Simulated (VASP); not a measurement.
Data:

Eu is modelled in the cubic space group Im-3m (No. 229), the bcc (W type) structure, Pearson symbol cI2. Cell: a = b = c = 4.3803 Å, α = β = γ = 90.00°. Eu on 2a is surrounded by 8 Eu at 3.793 Å and 6 Eu at 4.380 Å. (Neighbours: up to the widest gap in distance over summed covalent radii, below 1.35, at either atom.)
(The calculation used a cell of 1 atom; values per cell refer to that cell.)

All values below come from PBE GGA with D3 dispersion (zero damping), VASP's PBE PAW potentials (set 64) (plane waves; VASP). Run with 520 eV cut-off, 12×12×12 Γ-centred mesh, first-order Methfessel-Paxton smearing of 0.10 eV, potentials Eu_2.

The 4f electrons are frozen in the core of the lanthanide potential, so 4f levels, which can set the real gap, and their magnetism are missing.

Task: Give the energy at these volumes per atom, relative to the lowest: 39.22, 40.48, 41.73, 42.98, 44.23 Å³.

Result: 7.7, 2.2, 0.0, 0.7, 3.9 meV/atom. A third-order Birch-Murnaghan fit gives B0 = 12.1 GPa and B0′ = 3.8.

Measured: bulk modulus 10.9 GPa (computed value off by +10.7 %), as given by arXiv:1012.3782; a 4.582 Å at 293 K (computed value off by -4.4 %), as given by Wikipedia, Europium (infobox). The calculation is for a static lattice, while the measured bulk modulus, a hold thermal and zero-point effects, which are part of the difference.

The compound is Eu in the bcc structure. It was relaxed first, which changed the volume by -13 %.
